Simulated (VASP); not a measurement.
Data:

```
Na
1.0
   -2.12907     2.12907     2.12907
    2.12907    -2.12907     2.12907
    2.12907     2.12907    -2.12907
Na
1
Direct
  0.00000   0.00000   0.00000
```

The numbers are results of vdW-DF-cx, VASP's PBE PAW potentials (set 64) (plane waves; VASP), not measurements. Settings: 520 eV cut-off, 12×12×12 Γ-centred mesh, first-order Methfessel-Paxton smearing of 0.10 eV, potentials Na_pv.

Q: Give the energy at these volumes per atom, relative to the lowest: 36.34, 37.49, 38.65, 39.81, 40.97 Å³.

A: 3.2, 0.7, 0.0, 0.8, 2.9 meV/atom. A third-order Birch-Murnaghan fit gives B0 = 7.0 GPa and B0′ = 3.6.

Measured: bulk modulus 7.9 GPa at 0 K (computed value off by -10.9 %), as given by Daniel Mejia-Rodriguez et al., Physical Review B (2018), arXiv:1807.09216 [0 K value with the zero-point phonon effect removed]; a 4.214 Å at 0 K (computed value off by +1.0 %), as given by Daniel Mejia-Rodriguez et al., Physical Review B (2018), arXiv:1807.09216 [static lattice: zero-point anharmonic expansion removed].

The compound is Na in the bcc structure. It was relaxed first.
